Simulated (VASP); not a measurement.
Given:

```yaml
crystal:
  lattice:
    - [2.85087, 0.00000, 0.00000]
    - [0.00000, 2.85087, 0.00000]
    - [0.00000, 0.00000, 2.85087]
  atoms:
    - { symbol: Ga, position: [0.50000, 0.50000, 0.50000] }
    - { symbol: Co, position: [0.00000, 0.00000, 0.00000] }
```

These are PBE GGA with D3 dispersion (Becke-Johnson damping), VASP's PBE PAW potentials (set 64) (plane waves; VASP) values and carry that method's errors. Settings: 520 eV cut-off, 12×12×12 Γ-centred mesh, first-order Methfessel-Paxton smearing of 0.10 eV, potentials Ga_d Co.

Task: Predict the energy per atom (σ→0), band gap (on the k-mesh) with the smallest direct gap where there is one.

Result: 
```json
{
  "band gap (on the k-mesh)": "none (metal, semimetal or under 0.01 eV)",
  "energy per atom (σ→0)": "-5.677 eV/atom"
}
```

The absolute energy has meaning only against runs of the same code, potentials and settings.

The compound is CoGa in the CsCl type structure. It was relaxed first. The start is the result of an earlier pass. The run is not spin-polarised, so no magnetic state was tried.
